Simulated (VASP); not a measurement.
CaI under changes of volume

One of the cells (51.604 Å³/atom); the others are scaled copies at fixed shape and fractional positions:

```
CELL_PARAMETERS angstrom
4.45705 0.00000 0.00000
-2.22853 3.85992 0.00000
0.00000 0.00000 5.99913
ATOMIC_POSITIONS crystal
Ca 0.00000 0.00000 0.00000
I 0.00000 0.00000 0.50000
```

The cell was built by a generator and needn't be a form met in nature.

```yaml
Program: VASP 6.6.1
Functional: PBE
Potentials_or_basis: VASP PAW PBE potentials, release 64 (Ca_sv, I)
Cutoff: 520 eV
k_mesh: 7 × 7 × 5
Occupations: fermi-dirac, width 0.05 eV
Spin: no spin polarisation
```

| volume (Å³/atom) | energy over the lowest point (meV/atom) | pressure (GPa) |
| --- | --- | --- |
| 47.557 | 8.66 | 1.1 |
| 48.569 | ? | ? |
| 49.580 | 0.00 | 0.3 |
| 51.604 | 0.04 | -0.3 |
| 52.616 | 2.76 | -0.6 |
| 53.628 | 7.02 | -0.8 |

What does the run at 48.569 Å³/atom give?

Energy over the lowest point 3.12 meV/atom; pressure 0.7 GPa.

Worked out: A Birch-Murnaghan fit of order 3 (a polynomial in V^(-2/3)) to the other rows has its minimum at 50.56 Å³/atom with B0 = V·E''(V) = 15.4 GPa and B' = 4.7 at fixed shape and positions, which overstates the stiffness. It gives 3.11 meV/atom at 48.569 Å³/atom, against the run's 3.12, and -dE/dV = 0.7 GPa, against 0.7.

Energies are extrapolated to zero smearing.

Caveats: an odd number of electrons without spin polarisation forces a metal; a magnetic or distorted state may lie lower.
